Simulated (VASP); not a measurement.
These are RPBE GGA, VASP's PBE PAW potentials (set 64) (plane waves; VASP) values and carry that method's errors.

A VASP calculation is set up with these files.

**KPOINTS**
```
K-points
0
G
1 1 1
```

### POSCAR
```
Br atom
1.0
 12.0000000000   0.0000000000   0.0000000000
  0.0000000000  12.5000000000   0.0000000000
  0.0000000000   0.0000000000  13.0000000000
Br
1
Direct
  0.0000000000   0.0000000000   0.0000000000
```

### INCAR
```
# general
SYSTEM   =  Br atom
PREC     =  Normal
ENCUT    =  520
LREAL    =  .False.
LASPH    =  .True.
ISYM     =  0

# electronic loop
EDIFF    =  1E-6
NELM     =  200
ALGO     =  All
LMAXMIX  =  4

# smearing
ISMEAR   =  0
SIGMA    =  0.01

# functional
GGA      =  RP

# spin
ISPIN    =  2
MAGMOM   =  1
NUPDOWN  =  1

# output
LWAVE    =  .False.
LCHARG   =  .False.
LORBIT   =  10
```

POTCAR, in this order: Br (PBE.64 set). Program: vasp_gam. Read from the step before: WAVECAR.

Output

OSZICAR:
```
       N       E                     dE             d eps       ncg     rms           ort
SDA:   1    -0.220750831721E+00   -0.22075E+00    0.00000E+00     8   0.818E-02   0.000E+00
CGA:   2    -0.223949276917E+00   -0.31984E-02   -0.32114E-02     8   0.120E-02  -0.684E-04
CGA:   3    -0.224236553888E+00   -0.28728E-03   -0.28768E-03     8   0.394E-03  -0.183E-04
CGA:   4    -0.224306615409E+00   -0.70062E-04   -0.69918E-04     8   0.987E-04  -0.350E-05
CGA:   5    -0.224334518739E+00   -0.27903E-04   -0.27838E-04     8   0.620E-04   0.889E-06
SDA:   6    -0.227491453988E+00   -0.31569E-02   -0.33222E-02     8   0.158E+00   0.189E-03
CGA:   7    -0.270419878164E+00   -0.42928E-01   -0.72188E-01     8   0.123E+00  -0.384E-01
CGA:   8    -0.302001966645E+00   -0.31582E-01   -0.31691E-01     8   0.232E-01   0.820E-03
CGA:   9    -0.309096919678E+00   -0.70950E-02   -0.70951E-02     8   0.440E-02   0.151E-04
CGA:  10    -0.310701449821E+00   -0.16045E-02   -0.16065E-02     8   0.132E-02  -0.328E-05
CGA:  11    -0.311144641825E+00   -0.44319E-03   -0.44216E-03     8   0.257E-03  -0.352E-05
CGA:  12    -0.311251227589E+00   -0.10659E-03   -0.10642E-03     8   0.722E-04  -0.242E-06
CGA:  13    -0.311279546333E+00   -0.28319E-04   -0.28306E-04     8   0.177E-04  -0.402E-07
CGA:  14    -0.311287635264E+00   -0.80889E-05   -0.79634E-05     8   0.511E-05  -0.288E-06
CGA:  15    -0.311289766039E+00   -0.21308E-05   -0.21670E-05     8   0.115E-05   0.868E-07
CGA:  16    -0.311290189757E+00   -0.42372E-06   -0.45703E-06     8   0.249E-06   0.804E-07
   1 F= -.31129019E+00 E0= -.31129019E+00  d E =-.188894E-12  mag=     1.0000
```

OUTCAR:
```
------------------------ aborting loop because EDIFF is reached ----------------------------------------
  FORCE on cell =-STRESS in cart. coord.  units (eV):
  Direction    XX          YY          ZZ          XY          YZ          ZX
  --------------------------------------------------------------------------------------
  Total       -0.0006155     -0.0015718     -0.0028763     -0.0004252     -0.0001708      0.0000285
  in kB       -0.0005057     -0.0012914     -0.0023633     -0.0003493     -0.0001403      0.0000234
  external PRESSURE =      -0.0013868 kB  Pullay stress =       0.0000000 kB
  volume of cell :     1950.00
      direct lattice vectors                 reciprocal lattice vectors
    12.000000000  0.000000000  0.000000000     0.083333333  0.000000000  0.000000000
     0.000000000 12.500000000  0.000000000     0.000000000  0.080000000  0.000000000
     0.000000000  0.000000000 13.000000000     0.000000000  0.000000000  0.076923077
 POSITION                                       TOTAL-FORCE (eV/Angst)
 -----------------------------------------------------------------------------------
      0.00000      0.00000      0.00000         0.000000     -0.000000      0.000000
 -----------------------------------------------------------------------------------
    total drift:                                0.000000     -0.000000      0.000000
  FREE ENERGIE OF THE ION-ELECTRON SYSTEM (eV)
  ---------------------------------------------------
  free  energy   TOTEN  =        -0.3112901898 eV

  energy  without entropy=       -0.3112901898  energy(sigma->0) =       -0.31129019

 total charge

# of ion       s       p       d       tot
------------------------------------------
    1        1.632   3.053   0.001   4.687

 magnetization (x)

# of ion       s       p       d       tot
------------------------------------------
    1        0.026   0.652   0.001   0.679
```
(Selected blocks of OUTCAR.)

**OUTCAR**
```
 val. band max:       -7.2838543583   @ k =   0.0000   0.0000   0.0000

 cond. band min:      -6.9397531905   @ k =   0.0000   0.0000   0.0000


 Fermi energy:        -7.5638597131

 spin component 1

 k-point     1 :       0.0000    0.0000    0.0000
  band No.  band energies     occupation
      1     -20.3807      1.00000
      2      -8.9762      1.00000
      3      -7.6681      1.00000
      4      -7.6679      1.00000
      5      -0.5581      0.00000
      6       0.5041      0.00000
      7       0.5759      0.00000
      8       0.6906      0.00000

 Fermi energy:        -7.2349505603

 spin component 2

 k-point     1 :       0.0000    0.0000    0.0000
  band No.  band energies     occupation
      1     -19.4126      1.00000
      2      -7.2840      1.00000
      3      -7.2839      1.00000
      4      -6.9398      0.00000
      5      -0.4488      0.00000
      6       0.5461      0.00000
      7       0.6806      0.00000
      8       0.7261      0.00000
```

The atom may not be in its lowest state.

The cell is a free atom in a box.
